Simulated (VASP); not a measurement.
# AlV2C: magnetic orders, part 5 of 5

Wanted: the lowest of several collinear orders of AlV2C. The start is a computed cell from the Materials Project.

VASP 6.6.1, plane waves and PAW; the level of theory is named at each step.

Still holding for the runs below: The magnetic state follows from one typed start and may not be the lowest. The k-mesh is coarse for a metal. A U on the itinerant d states of such a compound is hard to justify; it moves the bands at the Fermi level and favours large moments.

So far, largest spin moment in the PAW sphere (μB): step 2 (magnetic order, start order fm, signs ++++) 0.847; step 3 (magnetic order, start order AFM 1, signs ++--) 1.15; step 4 (magnetic order, start order AFM 2, signs +--+) 1.78; step 5 (magnetic order, start order AFM 3, signs +-+-) 1.81; step 6 (magnetic order, start order ferri 4, signs +++-) 1.86.

**10. The run again, with other electronic settings**

This step: PBEsol, DFT+U (V d 5 eV), spin-polarised, from parallel moments; plane waves and PAW (V, Al, C) (VASP 6.6.1).

The run is repeated with the same physical settings; only the threshold, bands or mixing listed below differ.

INCAR reads:

```
SYSTEM = AlV2C
PREC = Normal
ENCUT = 480
EDIFF = 1E-05
NELM = 120
ISMEAR = 0
SIGMA = 0.05
LREAL = .FALSE.
ALGO = Fast
GGA = PS
NBANDS = 34
ISPIN = 2
MAGMOM = 2 2 2 2 0 0 0 0
LDAU = .TRUE.
LDAUTYPE = 2
LDAUL = 2 -1 -1
LDAUU = 5 0 0
LDAUJ = 0 0 0
LDAUPRINT = 1
LASPH = .TRUE.
LMAXMIX = 4
LORBIT = 11
LWAVE = .FALSE.
LCHARG = .FALSE.
AMIX = 0.2
BMIX = 1E-04
AMIX_MAG = 0.8
BMIX_MAG = 1E-04
```

POSCAR reads:

```
AlV2C
1.0
    2.8875990726      0.0000000000      0.0000000000
   -1.4437995363      2.5007341528      0.0000000000
    0.0000000000      0.0000000000     13.1048231100
V Al C
4 2 2
Direct
    0.3333333333      0.6666666667      0.9136157800
    0.6666666667      0.3333333333      0.0863842200
    0.6666666667      0.3333333333      0.4136157800
    0.3333333333      0.6666666667      0.5863842200
    0.6666666667      0.3333333333      0.7500000000
    0.3333333333      0.6666666667      0.2500000000
    0.0000000000      0.0000000000      0.5000000000
    0.0000000000      0.0000000000      0.0000000000
```

KPOINTS reads:

```
Automatic mesh
0
Gamma
7 7 2
0 0 0
```

Potentials, in the order of the species: V, Al and C (PBE family, release 64).

Command:

```
> mpirun -np 1 vasp_std
```

Log:

```text
[... set-up lines as in an earlier step ...]
 entering main loop
       N       E                     dE             d eps       ncg     rms          rms(c)
DAV:   1     0.234801972898E+03    0.23480E+03   -0.11132E+04  2176   0.101E+03
DAV:   2    -0.176734083919E+02   -0.25248E+03   -0.23241E+03  2176   0.244E+02
DAV:   3    -0.610762756366E+02   -0.43403E+02   -0.40667E+02  3212   0.988E+01
DAV:   4    -0.640064874627E+02   -0.29302E+01   -0.28883E+01  3430   0.314E+01
DAV:   5    -0.640675550182E+02   -0.61068E-01   -0.61006E-01  3406   0.477E+00    0.458E+01
RMM:   6    -0.478868594160E+02    0.16181E+02   -0.20493E+01  2338   0.349E+01    0.165E+01
RMM:   7    -0.475125816312E+02    0.37428E+00   -0.22609E+01  3052   0.189E+01    0.543E+00
RMM:   8    -0.473073814846E+02    0.20520E+00   -0.17122E+00  2487   0.869E+00    0.574E+00
RMM:   9    -0.475245270734E+02   -0.21715E+00   -0.13023E+00  2984   0.553E+00    0.259E+00
RMM:  10    -0.476736185534E+02   -0.14909E+00   -0.31446E-01  2867   0.312E+00    0.187E+00
RMM:  11    -0.477856237142E+02   -0.11201E+00   -0.13630E-01  2902   0.206E+00    0.155E+00
RMM:  12    -0.478980671295E+02   -0.11244E+00   -0.16332E-01  2850   0.289E+00    0.113E+00
RMM:  13    -0.479373097978E+02   -0.39243E-01   -0.35494E-02  2927   0.112E+00    0.596E-01
RMM:  14    -0.479501995096E+02   -0.12890E-01   -0.12602E-02  2853   0.916E-01    0.371E-01
RMM:  15    -0.479584294579E+02   -0.82299E-02   -0.10585E-02  3072   0.622E-01    0.318E-01
RMM:  16    -0.479558047700E+02    0.26247E-02   -0.15214E-03  3159   0.201E-01    0.313E-01
RMM:  17    -0.479534490666E+02    0.23557E-02   -0.41730E-04  2933   0.146E-01    0.283E-01
RMM:  18    -0.479504719702E+02    0.29771E-02   -0.28696E-03  3423   0.370E-01    0.195E-01
RMM:  19    -0.479503964262E+02    0.75544E-04   -0.33190E-03  3500   0.440E-01    0.128E-01
RMM:  20    -0.479475817240E+02    0.28147E-02   -0.21455E-03  3378   0.321E-01    0.217E-01
RMM:  21    -0.479531321596E+02   -0.55504E-02   -0.53870E-03  3544   0.514E-01    0.209E-01
RMM:  22    -0.479540760448E+02   -0.94389E-03   -0.28623E-04  2942   0.120E-01    0.236E-01
RMM:  23    -0.479524468763E+02    0.16292E-02   -0.24715E-04  2638   0.119E-01    0.186E-01
RMM:  24    -0.479443444662E+02    0.81024E-02   -0.11416E-02  4198   0.714E-01    0.365E-01
RMM:  25    -0.479167690413E+02    0.27575E-01   -0.11683E-02  4232   0.738E-01    0.848E-01
RMM:  26    -0.479501268490E+02   -0.33358E-01   -0.26736E-02  4286   0.113E+00    0.129E-01
RMM:  27    -0.479545091870E+02   -0.43823E-02   -0.47881E-03  3998   0.467E-01    0.242E-01
RMM:  28    -0.479581013916E+02   -0.35922E-02   -0.12209E-03  3538   0.238E-01    0.305E-01
RMM:  29    -0.479642436845E+02   -0.61423E-02   -0.19549E-03  3666   0.298E-01    0.369E-01
RMM:  30    -0.479612681156E+02    0.29756E-02   -0.26367E-04  2837   0.111E-01    0.358E-01
RMM:  31    -0.479596245857E+02    0.16435E-02   -0.15846E-04  2684   0.841E-02    0.339E-01
RMM:  32    -0.479598130692E+02   -0.18848E-03   -0.45935E-05  2420   0.490E-02    0.341E-01
RMM:  33    -0.479637989571E+02   -0.39859E-02   -0.52550E-04  3534   0.160E-01    0.372E-01
RMM:  34    -0.479708537344E+02   -0.70548E-02   -0.23358E-03  4132   0.325E-01    0.255E-01
RMM:  35    -0.479729982724E+02   -0.21445E-02   -0.63525E-04  3692   0.170E-01    0.163E-01
RMM:  36    -0.479729220703E+02    0.76202E-04   -0.17573E-05  2167   0.299E-02    0.171E-01
RMM:  37    -0.479729676288E+02   -0.45559E-04   -0.49412E-06  1741   0.154E-02    0.169E-01
RMM:  38    -0.479729634767E+02    0.41521E-05   -0.15182E-06  1504   0.949E-03
   1 F= -.47972963E+02 E0= -.47971653E+02  d E =-.262004E-02  mag=     2.8047
```

Wall time 3.4 min (1 MPI rank of Intel Xeon Platinum 8488C (Sapphire Rapids), shared host); peak memory 0.21 GiB.

Parts of OUTCAR (step 10):

```text
   k-points           NKPTS =     16   k-points in BZ     NKDIM =     16   number of bands    NBANDS=     34

   NELECT =      34.0000    total number of electrons

atom =   1  type =  1  l = 2

 onsite density matrix

spin component  1

  0.3795  0.0000 -0.0000  0.1682  0.0000
  0.0000  0.6247 -0.0000  0.0000  0.1682
 -0.0000 -0.0000  0.3001 -0.0000 -0.0000
  0.1682  0.0000 -0.0000  0.6247 -0.0000
  0.0000  0.1682 -0.0000 -0.0000  0.3795

spin component  2

  0.2956  0.0000 -0.0000  0.0888  0.0000
  0.0000  0.2907 -0.0000 -0.0000  0.0888
 -0.0000 -0.0000  0.2248  0.0000 -0.0000
  0.0888 -0.0000  0.0000  0.2907 -0.0000
  0.0000  0.0888 -0.0000 -0.0000  0.2956

 occupancies and eigenvectors

  o =  0.2043  v =  0.0000  0.0000  0.0000  0.0000  0.0000  0.0000  0.7168 -0.0000  0.0000 -0.6973      0.0000  0.0000  0.0000  0.0000  0.0000  0.0000  0.0000  0.0000  0.0000  0.0000
  o =  0.2043  v =  0.0000  0.0000  0.0000  0.0000  0.0000 -0.6973  0.0000 -0.0000  0.7168  0.0000      0.0000  0.0000  0.0000  0.0000  0.0000  0.0000  0.0000  0.0000  0.0000  0.0000
  o =  0.2248  v =  0.0000  0.0000  0.0000  0.0000  0.0000  0.0000 -0.0000 -1.0000 -0.0000  0.0000      0.0000  0.0000  0.0000  0.0000  0.0000  0.0000  0.0000  0.0000  0.0000  0.0000
  o =  0.2940  v =  0.0000 -0.4533  0.0000 -0.0000  0.8914  0.0000  0.0000  0.0000  0.0000  0.0000      0.0000  0.0000  0.0000  0.0000  0.0000  0.0000  0.0000  0.0000  0.0000  0.0000
  o =  0.2940  v = -0.8914  0.0000 -0.0000  0.4533  0.0000  0.0000  0.0000  0.0000  0.0000  0.0000      0.0000  0.0000  0.0000  0.0000  0.0000  0.0000  0.0000  0.0000  0.0000  0.0000
  o =  0.3001  v =  0.0000 -0.0000 -1.0000 -0.0000  0.0000  0.0000  0.0000  0.0000  0.0000  0.0000      0.0000  0.0000  0.0000  0.0000  0.0000  0.0000  0.0000  0.0000  0.0000  0.0000
  o =  0.3819  v =  0.0000  0.0000  0.0000  0.0000  0.0000  0.0000 -0.6973  0.0000  0.0000 -0.7168      0.0000  0.0000  0.0000  0.0000  0.0000  0.0000  0.0000  0.0000  0.0000  0.0000
  o =  0.3819  v =  0.0000  0.0000  0.0000  0.0000  0.0000 -0.7168  0.0000  0.0000 -0.6973 -0.0000      0.0000  0.0000  0.0000  0.0000  0.0000  0.0000  0.0000  0.0000  0.0000  0.0000
  o =  0.7102  v =  0.0000 -0.8914  0.0000  0.0000 -0.4533  0.0000  0.0000  0.0000  0.0000  0.0000      0.0000  0.0000  0.0000  0.0000  0.0000  0.0000  0.0000  0.0000  0.0000  0.0000
  o =  0.7102  v = -0.4533  0.0000  0.0000 -0.8914 -0.0000  0.0000  0.0000  0.0000  0.0000  0.0000      0.0000  0.0000  0.0000  0.0000  0.0000  0.0000  0.0000  0.0000  0.0000  0.0000

atom =   2  type =  1  l = 2

 onsite density matrix

spin component  1

  0.3795 -0.0000 -0.0000  0.1682  0.0000
 -0.0000  0.6247 -0.0000  0.0000  0.1682
 -0.0000 -0.0000  0.3001 -0.0000 -0.0000
  0.1682  0.0000 -0.0000  0.6247 -0.0000
  0.0000  0.1682 -0.0000 -0.0000  0.3795

spin component  2

  0.2956 -0.0000 -0.0000  0.0888  0.0000
 -0.0000  0.2907 -0.0000  0.0000  0.0888
 -0.0000 -0.0000  0.2248 -0.0000 -0.0000
  0.0888  0.0000 -0.0000  0.2907 -0.0000
  0.0000  0.0888 -0.0000 -0.0000  0.2956

 occupancies and eigenvectors

  o =  0.2043  v =  0.0000  0.0000  0.0000  0.0000  0.0000  0.0000 -0.7168  0.0000 -0.0000  0.6973      0.0000  0.0000  0.0000  0.0000  0.0000  0.0000  0.0000  0.0000  0.0000  0.0000
  o =  0.2043  v =  0.0000  0.0000  0.0000  0.0000  0.0000  0.6973  0.0000 -0.0000 -0.7168 -0.0000      0.0000  0.0000  0.0000  0.0000  0.0000  0.0000  0.0000  0.0000  0.0000  0.0000
  o =  0.2248  v =  0.0000  0.0000  0.0000  0.0000  0.0000 -0.0000  0.0000  1.0000  0.0000 -0.0000      0.0000  0.0000  0.0000  0.0000  0.0000  0.0000  0.0000  0.0000  0.0000  0.0000
  o =  0.2940  v =  0.0000 -0.4533  0.0000 -0.0000  0.8914  0.0000  0.0000  0.0000  0.0000  0.0000      0.0000  0.0000  0.0000  0.0000  0.0000  0.0000  0.0000  0.0000  0.0000  0.0000
  o =  0.2940  v = -0.8914  0.0000 -0.0000  0.4533  0.0000  0.0000  0.0000  0.0000  0.0000  0.0000      0.0000  0.0000  0.0000  0.0000  0.0000  0.0000  0.0000  0.0000  0.0000  0.0000
[...]
o =  0.2043  v =  0.0000  0.0000  0.0000  0.0000  0.0000  0.6973 -0.0000 -0.0000  0.7168 -0.0000      0.0000  0.0000  0.0000  0.0000  0.0000  0.0000  0.0000  0.0000  0.0000  0.0000
  o =  0.2248  v =  0.0000  0.0000  0.0000  0.0000  0.0000  0.0000 -0.0000  1.0000 -0.0000 -0.0000      0.0000  0.0000  0.0000  0.0000  0.0000  0.0000  0.0000  0.0000  0.0000  0.0000
  o =  0.2940  v =  0.0000  0.4533  0.0000  0.0000  0.8914  0.0000  0.0000  0.0000  0.0000  0.0000      0.0000  0.0000  0.0000  0.0000  0.0000  0.0000  0.0000  0.0000  0.0000  0.0000
  o =  0.2940  v = -0.8914 -0.0000 -0.0000 -0.4533  0.0000  0.0000  0.0000  0.0000  0.0000  0.0000      0.0000  0.0000  0.0000  0.0000  0.0000  0.0000  0.0000  0.0000  0.0000  0.0000
  o =  0.3001  v =  0.0000  0.0000 -1.0000  0.0000  0.0000  0.0000  0.0000  0.0000  0.0000  0.0000      0.0000  0.0000  0.0000  0.0000  0.0000  0.0000  0.0000  0.0000  0.0000  0.0000
  o =  0.3819  v =  0.0000  0.0000  0.0000  0.0000  0.0000  0.0000 -0.6973 -0.0000 -0.0000  0.7168      0.0000  0.0000  0.0000  0.0000  0.0000  0.0000  0.0000  0.0000  0.0000  0.0000
  o =  0.3819  v =  0.0000  0.0000  0.0000  0.0000  0.0000 -0.7168 -0.0000  0.0000  0.6973  0.0000      0.0000  0.0000  0.0000  0.0000  0.0000  0.0000  0.0000  0.0000  0.0000  0.0000
  o =  0.7102  v =  0.0000  0.8914  0.0000 -0.0000 -0.4533  0.0000  0.0000  0.0000  0.0000  0.0000      0.0000  0.0000  0.0000  0.0000  0.0000  0.0000  0.0000  0.0000  0.0000  0.0000
  o =  0.7102  v =  0.4533 -0.0000 -0.0000 -0.8914  0.0000  0.0000  0.0000  0.0000  0.0000  0.0000      0.0000  0.0000  0.0000  0.0000  0.0000  0.0000  0.0000  0.0000  0.0000  0.0000

 E-fermi :   7.9360

 spin component 1
 k-point     1 :       0.0000    0.0000    0.0000
  band No.  band energies     occupation
    ...
     18       7.4345      1.00000
     19       7.8208      0.99944
     20       7.8208      0.99944
     21       7.8397      0.99676
     22       7.8397      0.99676
     23       8.8923      0.00000
     24       8.8923      0.00000
     25       8.9425      0.00000
     26       8.9425      0.00000
     27      11.1600      0.00000
    ...

 k-point     2 :       0.1429   -0.0000    0.0000
  band No.  band energies     occupation
    ...
     16       6.9387      1.00000
     17       6.9702      1.00000
     18       7.3497      1.00000
     19       7.5419      1.00000
     20       7.6449      1.00000
     21       8.0804      0.00002
     22       8.1014      0.00000
     23       8.9268      0.00000
     24       8.9478      0.00000
     25       9.0072      0.00000
    ...

  Total        6.6278563      6.6278563      3.2711386      0.0000000     -0.0000000      0.0000000
  in kB      112.2142680    112.2142680     55.3826774      0.0000000     -0.0000000      0.0000000
  external PRESSURE =      93.2704045 kB  Pullay stress =       0.0000000 kB

 POSITION                                       TOTAL-FORCE (eV/Angst)
 -----------------------------------------------------------------------------------
     -0.00000      1.66716     11.97277         0.000000     -0.000000     -0.526498
      1.44380      0.83358      1.13205        -0.000000     -0.000000      0.526498
      1.44380      0.83358      5.42036        -0.000000     -0.000000     -0.526498
     -0.00000      1.66716      7.68446        -0.000000     -0.000000      0.526498
      1.44380      0.83358      9.82862         0.000000     -0.000000     -0.000000
     -0.00000      1.66716      3.27621        -0.000000      0.000000     -0.000000
      0.00000      0.00000      6.55241        -0.000000     -0.000000     -0.000000
      0.00000      0.00000      0.00000        -0.000000     -0.000000     -0.000000
 -----------------------------------------------------------------------------------
    total drift:                               -0.000000      0.000000     -0.000000

  FREE ENERGIE OF THE ION-ELECTRON SYSTEM (eV)
  ---------------------------------------------------
  free  energy   TOTEN  =       -47.9729634767 eV

  energy  without entropy=      -47.9703434366  energy(sigma->0) =      -47.97165346

 magnetization (x)
# of ion       s       p       d       tot
------------------------------------------
    1       -0.004  -0.017   0.892   0.871
    2       -0.004  -0.017   0.892   0.871
    3       -0.004  -0.017   0.892   0.871
    4       -0.004  -0.017   0.892   0.871
    5       -0.025  -0.033   0.000  -0.058
    6       -0.025  -0.033   0.000  -0.058
    7       -0.027  -0.155   0.000  -0.182
    8       -0.027  -0.155   0.000  -0.182
--------------------------------------------------
tot         -0.119  -0.445   3.567   3.003

[... 8 parts as in an earlier step ...]

[... 13 further parts left out ...]
```

This step gave:

```yaml
electronic_cycles: 38
free_energy_toten: -47.97 eV
energy_at_zero_smearing: -47.97 eV
fermi_energy: 7.936 eV
moment_of_the_cell_from_the_last_line_of_the_log: 2.805 μB
```

Spin moment in the PAW sphere by atom:

| atom | spin moment in the PAW sphere (μB) |
| --- | --- |
| V1 | 0.871 |
| V2 | 0.871 |
| V3 | 0.871 |
| V4 | 0.871 |
| Al5 | -0.058 |
| Al6 | -0.058 |
| C7 | -0.182 |
| C8 | -0.182 |

Force by atom:

```csv
atom,x (eV/Å),y (eV/Å),z (eV/Å),size
V1,0.000,0.000,-0.526,0.526
V2,0.000,0.000,0.526,0.526
V3,0.000,0.000,-0.526,0.526
V4,0.000,0.000,0.526,0.526
Al5,0.000,0.000,0.000,0.000
Al6,0.000,0.000,0.000,0.000
C7,0.000,0.000,0.000,0.000
C8,0.000,0.000,0.000,0.000
```

The settings drawn for this run equal those of the run that it repeats.

Against the run that it repeats, EDIFF, NBANDS and ALGO also differ.

Side by side:

```
                                              quantity  this run  the run it repeats  difference
                          energy at zero smearing (eV)   -47.972             -47.974     0.00186
                              free energy (TOTEN) (eV)   -47.973             -47.975     0.00176
                                     Fermi energy (eV)     7.936               7.933     0.00300
moment of the cell, from the last line of the log (μB)    2.8047              2.6632       0.142
                                     electronic cycles        38                  26          12
```

The two runs differ clearly in the moment of the cell, from the last line of the log: 2.80 μB against 2.66 μB.

The total energy moves by 0.2 meV an atom.

**11. What came out**

```json
{"mean moment in the lowest run": "1.15 μB"}
```

What this shows: The lowest run started as afm 1 and holds 1.15 μB on average over the atoms that were given a moment; the next state, from fm, lies 55.4 meV a magnetic atom higher. The runs hold very different moments, so the differences mix spin states with orders. It ends with the signs ++-- and a net moment of 0.00 μB a cell: opposed moments that cancel. The cell was not relaxed for each state; the pressures of the magnetic ones run from 9.3 to 17.2 GPa, which can move the order. On this k mesh the moments and energy differences of a metal are not converged, and no denser mesh was tried, so the order found is tentative. No other collinear orders were tried, and their comparison leaves spin-orbit coupling out.

[Lines on the potential files, build, host, timing and source positions are cut from VASP's logs without a mark.]

[Logs are printed without paths, hosts, clocks, repeated set-up lines and the standing remarks that a program may print on its own settings, such as how far it seeks lower states.]

[Hosts, paths, dates, database ids (printed as entryN), source tags and the programs' standing remarks are cut or masked in the printed files.]

[In band tables of VASP the shares of atoms and orbitals are scaled to a sum of 1 inside the atoms' spheres.]

[Runs that stopped without an error message from VASP are left out.]
